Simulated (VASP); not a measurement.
Data:

```
CELL_PARAMETERS angstrom
      3.14562     0.00000     0.00000
     -1.57281     2.72419     0.00000
      0.00000     0.00000    12.06155
ATOMIC_POSITIONS crystal
  Mo 0.33333 0.66667 0.25000
  Mo 0.66667 0.33333 0.75000
  S  0.33333 0.66667 0.62022
  S  0.66667 0.33333 0.12022
  S  0.33333 0.66667 0.87978
  S  0.66667 0.33333 0.37978
```

Computed with PBE GGA with D3 dispersion (Becke-Johnson damping), VASP's PBE PAW potentials (set 64) (plane waves; VASP). Run with 400 eV cut-off, 18×18×5 Γ-centred mesh, Gaussian smearing of 0.010 eV, potentials Mo_sv S.

Problem. Estimate the energy per atom (σ→0).

Solution. 
```yaml
energy per atom (σ→0): -7.694 eV/atom
```

The absolute energy has meaning only against runs of the same code, potentials and settings.

The structure comes from a measured MoS2 entry (P6_3/mmc) of the Crystallography Open Database, whose conditions weren't checked. It was relaxed first.
